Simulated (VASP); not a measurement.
Here is a VASP 6.6.1 calculation.

File INCAR:

```
SYSTEM = Si2Sb2Te
PREC = Accurate
ENCUT = 520
EDIFF = 1E-6
ISMEAR = 0
SIGMA = 0.1
LREAL = .FALSE.
LASPH = .TRUE.
NELM = 120
ALGO = Normal
ISIF = 3
LWAVE = .FALSE.
LCHARG = .FALSE.
GGA = PE
IBRION = 2
NSW = 90
EDIFFG = -0.01
KPAR = 4
```

Contents of KPOINTS:

```
Automatic mesh
0
G
  8 8 8
  0 0 0
```

POSCAR

```
Si2Sb2Te
1.0
    2.0409749500      1.1783574400      8.2960000100
   -2.0409749500      1.1783574400      8.2960000100
    0.0000000000     -2.3567148700      8.2960000100
Si Sb Te
2 2 1
Direct
    0.8112343300      0.8112343300      0.8112343300
    0.1887656700      0.1887656700      0.1887656700
    0.4151398300      0.4151398300      0.4151398300
    0.5848601700      0.5848601700      0.5848601700
    0.0000000000      0.0000000000      0.0000000000
```

Potentials or basis: VASP PAW PBE potentials, release 64 (Si, Sb, Te).

Run with:

```bash
$ cat potpaw_PBE.64/Si/POTCAR potpaw_PBE.64/Sb/POTCAR potpaw_PBE.64/Te/POTCAR > POTCAR
$ mpirun -np 4 vasp_std > vasp.out
```

Task: Predict the relaxed volume.

Result: 24.07 Å³/atom.

Task: Predict the relaxed cell.

Result: a = 9.140 Å, b = 9.140 Å, c = 9.140 Å, α = 25.04°, β = 25.04°, γ = 25.04°.

Task: Predict the band gap on the k mesh.

Result: None (metal or under the smearing width).

Task: Estimate the space group after relaxing (to 0.05 Å).

Result: R-3m (No. 166).

Final structure:
```
Si Sb Te
1.0
     1.98149    1.14401    8.84868
    -1.98149    1.14401    8.84868
     0.00000   -2.28803    8.84868
Si Sb Te
2 2 1
Direct
  0.81185 0.81185 0.81185
  0.18815 0.18815 0.18815
  0.41377 0.41377 0.41377
  0.58623 0.58623 0.58623
  0.00000 0.00000 0.00000
```

Spin-orbit coupling is left out, which matters for the levels of Sb, Te.
